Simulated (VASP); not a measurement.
OSZICAR of a VASP run on Ge (relaxed from the bcc structure, space group Im-3m):

OSZICAR:
```
       N       E                     dE             d eps       ncg     rms          rms(c)
DAV:   1     0.396502434886E+02    0.39650E+02   -0.68312E+03  2385   0.307E+03
DAV:   2    -0.107892227879E+02   -0.50439E+02   -0.48971E+02  2345   0.371E+02
DAV:   3    -0.146389484865E+02   -0.38497E+01   -0.38330E+01  2567   0.670E+01
DAV:   4    -0.146975955339E+02   -0.58647E-01   -0.58639E-01  2483   0.926E+00
DAV:   5    -0.146983565433E+02   -0.76101E-03   -0.76100E-03  2556   0.112E+00    0.113E+00
DAV:   6    -0.130912333425E+02    0.16071E+01   -0.21369E-01  2579   0.998E+00    0.557E-01
DAV:   7    -0.133099349064E+02   -0.21870E+00   -0.71196E-02  2321   0.363E+00    0.359E-01
DAV:   8    -0.132808146311E+02    0.29120E-01   -0.49824E-02  2300   0.162E+00    0.696E-02
DAV:   9    -0.132909649183E+02   -0.10150E-01   -0.95680E-03  2327   0.698E-01    0.419E-02
DAV:  10    -0.132892643351E+02    0.17006E-02   -0.13161E-03  2486   0.393E-01    0.325E-02
DAV:  11    -0.132889866347E+02    0.27770E-03   -0.80613E-04  2618   0.556E-01    0.168E-02
DAV:  12    -0.132908693143E+02   -0.18827E-02   -0.14864E-03  2294   0.296E-01    0.104E-02
DAV:  13    -0.132908933918E+02   -0.24077E-04   -0.24060E-05  2549   0.411E-02    0.113E-02
DAV:  14    -0.132909355616E+02   -0.42170E-04   -0.15991E-05  2321   0.316E-02    0.126E-02
DAV:  15    -0.132909329443E+02    0.26173E-05   -0.42731E-05  2630   0.122E-01    0.752E-03
DAV:  16    -0.132909360111E+02   -0.30668E-05   -0.16316E-05  2630   0.966E-02    0.132E-02
DAV:  17    -0.132909405439E+02   -0.45328E-05   -0.50917E-06  2342   0.183E-02    0.102E-02
DAV:  18    -0.132909432474E+02   -0.27035E-05   -0.11427E-06  1279   0.262E-02    0.540E-03
DAV:  19    -0.132909465092E+02   -0.32618E-05   -0.14294E-06  2480   0.232E-02    0.866E-04
DAV:  20    -0.132909463420E+02    0.16719E-06   -0.78852E-08  1153   0.682E-03
   1 F= -.13290946E+02 E0= -.13291059E+02  d E =-.132909E+02
       N       E                     dE             d eps       ncg     rms          rms(c)
DAV:   1    -0.139132974059E+02   -0.62235E+00   -0.68543E+00  2615   0.612E+01    0.470E+00
DAV:   2    -0.134477113918E+02    0.46559E+00   -0.47885E-01  2603   0.194E+01    0.234E+00
DAV:   3    -0.133038634225E+02    0.14385E+00   -0.20043E-01  2567   0.103E+01    0.503E-01
DAV:   4    -0.132902104144E+02    0.13653E-01   -0.19558E-02  2381   0.260E+00    0.199E-01
DAV:   5    -0.133009961215E+02   -0.10786E-01   -0.49580E-03  2354   0.848E-01    0.784E-02
DAV:   6    -0.133018417754E+02   -0.84565E-03   -0.58702E-04  2318   0.300E-01    0.884E-03
DAV:   7    -0.133022043440E+02   -0.36257E-03   -0.34434E-04  2291   0.271E-01    0.438E-03
DAV:   8    -0.133023327076E+02   -0.12836E-03   -0.29940E-05  2408   0.654E-02    0.130E-03
DAV:   9    -0.133023340572E+02   -0.13496E-05   -0.29997E-07  1581   0.835E-03    0.742E-04
DAV:  10    -0.133023343582E+02   -0.30101E-06   -0.26115E-07  1195   0.722E-03
   2 F= -.13302334E+02 E0= -.13302236E+02  d E =-.113880E-01
       N       E                     dE             d eps       ncg     rms          rms(c)
DAV:   1    -0.133181228183E+02   -0.15789E-01   -0.18966E-01  2636   0.113E+01    0.728E-01
DAV:   2    -0.133065036253E+02    0.11619E-01   -0.11358E-02  2603   0.274E+00    0.371E-01
DAV:   3    -0.133025546569E+02    0.39490E-02   -0.59079E-03  2582   0.173E+00    0.653E-02
DAV:   4    -0.133025502832E+02    0.43737E-05   -0.51487E-04  2423   0.459E-01    0.299E-02
DAV:   5    -0.133026880951E+02   -0.13781E-03   -0.11682E-04  2405   0.146E-01    0.113E-02
DAV:   6    -0.133027224849E+02   -0.34390E-04   -0.12020E-05  2438   0.430E-02    0.344E-03
DAV:   7    -0.133027317380E+02   -0.92531E-05   -0.67853E-06  2288   0.325E-02    0.641E-04
DAV:   8    -0.133027349921E+02   -0.32541E-05   -0.34445E-07  1276   0.701E-03    0.251E-04
DAV:   9    -0.133027351037E+02   -0.11159E-06   -0.62569E-08  1144   0.406E-03
   3 F= -.13302735E+02 E0= -.13302677E+02  d E =-.117888E-01
```

**Question.** Which electronic solver shows in the log?

**Answer.** It is blocked Davidson (ALGO = Normal, or the opening steps of other solvers). The INCAR had ALGO = Normal.

**Question.** Can the final energy be trusted as converged?

**Answer.** The calculation finished and met its thresholds. It stopped with EDIFF = 1E-6, NELM = 100, NSW = 60 and EDIFFG = -0.01 after 3 ionic steps (r2SCAN meta-GGA, plane waves, VASP's PBE PAW potentials (set 64)). Energy and stress use the plane-wave basis of the starting cell.

The structure was generated: Ge was put into the bcc type (Im-3m), which need not be its known phase. This run relaxes it. Symmetry was kept, so distortions that lower it aren't found.
